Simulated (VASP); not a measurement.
The input files of a VASP run:

### INCAR
```
SYSTEM = Tl
PREC = Accurate
ENCUT = 400
EDIFF = 1E-6
NELM = 100
ALGO = Fast
LREAL = .FALSE.
LASPH = .TRUE.
ISMEAR = 1
SIGMA = 0.1
GGA = PE
LMAXMIX = 4
LWAVE = .FALSE.
LCHARG = .FALSE.
ISIF = 2
```

**POSCAR**
```
Tl
1.0
  1.7646000000  -3.0563770000   0.0000000000
  1.7646000000   3.0563770000   0.0000000000
  0.0000000000   0.0000000000   5.6304000000
Tl
2
direct
  0.3333330000   0.6666670000   0.2500000000
  0.6666670000   0.3333330000   0.7500000000
```

**KPOINTS**
```
Automatic
0
Gamma
11 11 6
0 0 0
```

POTCAR, in this order: Tl_d (PBE.64 set). Program: vasp_std.

Q: Translate this PBE calculation to Ansatz.

A: One equivalent input (not run):
Ansatz 0.2 input:
```yaml
crystal:
  lattice:
    - [1.7646000, -3.0563770, 0.0000000]
    - [1.7646000, 3.0563770, 0.0000000]
    - [0.0000000, 0.0000000, 5.6304000]
  atoms:
    - { symbol: Tl, position: [0.3333330, 0.6666670, 0.2500000] }
    - { symbol: Tl, position: [0.6666670, 0.3333330, 0.7500000] }
kpoints:
  mp_grid: { grid: [11, 11, 6] }
hamiltonian:
  xc: pbe
  pseudopotentials: { kind: paw }
scf:
  occupations: { method: methfessel_paxton, width: 0.1 }
  max_iter: 100
output: { forces: true, stress: true, eigenvalues: true }
```
Limits of the translation: each code has its own PAW files, so the cut-off isn't converted (ENCUT is set for VASP's; basis.ecutwfc is left out, and Ansatz then takes the one that its files recommend); Ansatz stops its SCF on the density residual and VASP on the energy change (EDIFF).

The compound is Tl in the hcp structure. The cell was not relaxed at this level. The run is one of a series of settings (ALGO = Fast against the base run), some of them coarse on purpose.
